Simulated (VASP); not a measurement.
Runs of VASP 6.6.1 on Bi. It takes space group R-3m (No. 166, trigonal). The conventional cell has a = 4.535 Å, b = 4.535 Å, c = 11.814 Å, α = 90.00°, β = 90.00°, γ = 120.00°. Bi (site symmetry 3m) is surrounded by 6 Bi at 3.06 to 3.52 Å. 

| task | level | potentials or basis | cell | k mesh | cutoff (eV) | gap on the mesh (eV) | pressure (GPa) | relaxed volume (Å³/atom) |
| --- | --- | --- | --- | --- | --- | --- | --- | --- |
| relaxation of cell and atoms | LDA | VASP PAW LDA potentials, release 64 (Bi_d) | relaxed | 12 × 12 × 12 | 600 | none | 0.0 | (a) |
| relaxation of cell and atoms | PBEsol | VASP PAW PBE potentials, release 64 (Bi_d) | relaxed | 6 × 6 × 6 | 600 | none | 0.0 | (b) |
| relaxation of cell and atoms | PBEsol | VASP PAW PBE potentials, release 64 (Bi_d) | relaxed | 12 × 12 × 12 | 480 | none | 0.0 | (c) |
| single point | PBEsol | VASP PAW PBE potentials, release 64 (Bi_d) | as given | 12 × 12 × 12 | 520 | none | -0.3 | - |
| relaxation of cell and atoms | PBEsol | VASP PAW PBE potentials, release 64 (Bi_d) | relaxed | 12 × 12 × 12 | 600 | none | 0.0 | 34.40 |
| relaxation of cell and atoms | PBEsol | VASP PAW PBE potentials, release 64 (Bi) | relaxed | 12 × 12 × 12 | 580 | none | 0.0 | 34.43 |
| relaxation of cell and atoms | PBEsol | VASP PAW PBE potentials, release 64 (Bi_d) | relaxed | 12 × 12 × 12 | 300 | none | 0.0 | 33.92 |
| relaxation of cell and atoms | RPBE | VASP PAW PBE potentials, release 64 (Bi_d) | relaxed | 12 × 12 × 12 | 600 | none | 0.0 | 38.94 |

Alike in all rows: no spin polarisation; smearing gaussian 0.1 eV.

Fill in the values left out.

(a) 33.58; (b) 34.71; (c) 34.36.

Caveats: spin-orbit coupling is left out, which moves the levels of the heavy elements; the PAW data sets were made with another functional, which shifts forces and pressure a little (some runs); the cutoff is under 1.25 times the usual one of these potentials, so pressure, stress and relaxed cells hold a basis-set (Pulay) error (some runs); the volume moved by +11 % from the deposited cell, more than functionals usually miss (some runs).

A k mesh can miss the band edges, and the runs leave out spin-orbit coupling on Bi.

A gap of «none» marks a metal or a gap under the smearing width.

The runs don't all hold the same shells in valence.

Runs at the PBE level aren't shown here.
